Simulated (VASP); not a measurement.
**GaP: Born charges and dielectric tensor with PBE**

**What was measured.**

“Stacking defects in GaP nanowires: Electronic structure and optical properties”, 2018, arxiv:1810.01194 quotes, for a bulk crystal of GaP at 10 K: band gap 2.34 eV (indirect).

Crystal: GaP.

```
Ga P
1.0
     0.00000    2.76685    2.76685
     2.76685    0.00000    2.76685
     2.76685    2.76685    0.00000
Ga P
1 1
Direct
  0.00000 0.00000 0.00000
  0.25000 0.25000 0.25000
```

```
Program                : VASP 6.6.1
Task                   : Born charges and dielectric tensor
Functional             : PBE
Potentials or basis    : VASP PAW PBE potentials, release 64 (Ga, P)
Cutoff                 : 520 eV
k mesh                 : 10 × 10 × 10
Occupations            : gaussian, width 0.02 eV
Spin                   : no spin polarisation
Further INCAR settings : ALGO = Fast; EDIFF = 1e-08; IBRION = 8; NSW = 1
```

```yaml
Band_gap_on_the_k_mesh: 1.52 eV, direct
Electronic_dielectric_tensor_diagonal: 10.90
Born_charges_mean_of_the_diagonal: Ga +2.34; P -2.34 e
Highest_phonon_frequency_at_Γ_LO-TO_splitting_left_out: 349 cm⁻¹
```

Levels at points of the mesh, in eV from the valence-band top:
```
           k point  band 1  band 2  band 3  band 4  band 5  band 6  band 7  band 8
(0.00, 0.00, 0.00)  -12.13    0.00    0.00    0.00    1.52    3.94    3.94    3.94
(0.50, 0.00, 0.00)  -10.33   -6.34   -1.04   -1.04    1.58    4.76    4.76    8.20
(0.50, 0.50, 0.00)   -9.51   -6.51   -2.51   -2.51    1.76    1.89   10.31   10.31
```

Phonon frequencies in cm⁻¹ (negative: imaginary):
| q point | frequencies |
| --- | --- |
| (0.000, 0.000, 0.000) | 0 0 0 349 349 349 |

Electronic dielectric tensor:
```
10.90  0.00  0.00
 0.00 10.90  0.00
 0.00  0.00 10.90
```

Born effective charge tensors (e):
atom 1, Ga
```
2.34 0.00 0.00
0.00 2.34 0.00
0.00 0.00 2.34
```
atom 2, P
```
-2.34  0.00  0.00
 0.00 -2.34  0.00
 0.00  0.00 -2.34
```

Run time: 4.7 min on 1 thread of Intel(R) Xeon(R) Platinum 8488C (Sapphire Rapids), on a shared host, peak memory 0.31 GiB.

Measured gap of GaP: 2.34 eV (indirect; 10 K; quoted in “Stacking defects in GaP nanowires: Electronic structure and optical properties”, 2018, arxiv:1810.01194). This calculation gives 1.52 eV (-0.82 eV). Spin-orbit coupling on Ga is left out. The value is that of PBE on a finite k mesh, which can miss the band edges, without temperature or zero-point motion. Semilocal functionals fall short of measured gaps as a rule.
